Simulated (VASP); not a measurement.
SrTiO3 (Tausonite):

```xyz
5
Lattice="3.9053 0.0000 0.0000 0.0000 3.9053 0.0000 0.0000 0.0000 3.9053" Properties=species:S:1:pos:R:3 pbc="T T T"
Sr    1.9526    1.9526    1.9526
Ti    0.0000    0.0000    0.0000
O     1.9526    0.0000    0.0000
O     0.0000    1.9526    0.0000
O     0.0000    0.0000    1.9526
```

| Quantity | Value |
| --- | --- |
| Program | VASP 6.6.1 |
| Task | relaxation of cell and atoms |
| Functional | PBE |
| Potentials or basis | VASP PAW PBE potentials, release 64 (Sr_sv, Ti_sv, O) |
| Cutoff | 600 eV |
| k mesh | 8 × 8 × 8 |
| Occupations | gaussian, width 0.03 eV |
| Spin | no spin polarisation |

At the start: pressure 4.7 GPa; volume 11.91 Å³/atom.

Question: How do energy, volume and symmetry change on relaxing?

Answer: Over 3 steps the energy falls by 4.6 meV/atom and the volume is 12.23 Å³/atom (+2.7 %); space group Pm-3m (No. 221, to 0.05 Å).

The path:
| step | energy change (eV) | largest force (eV/Å) | pressure (GPa) | volume (Å³) |
| --- | --- | --- | --- | --- |
| 1 | 0.0000 | 0.0000 | 4.69 | 59.56 |
| 2 | -0.0057 | 0.0000 | -3.75 | 62.62 |
| 3 | -0.0232 | 0.0000 | -0.02 | 61.17 |

Final structure:
```
CELL_PARAMETERS angstrom
3.94020 0.00000 0.00000
0.00000 3.94020 0.00000
0.00000 0.00000 3.94020
ATOMIC_POSITIONS crystal
Sr 0.50000 0.50000 0.50000
Ti 0.00000 0.00000 0.00000
O 0.50000 0.00000 0.00000
O 0.00000 0.50000 0.00000
O 0.00000 0.00000 0.50000
```
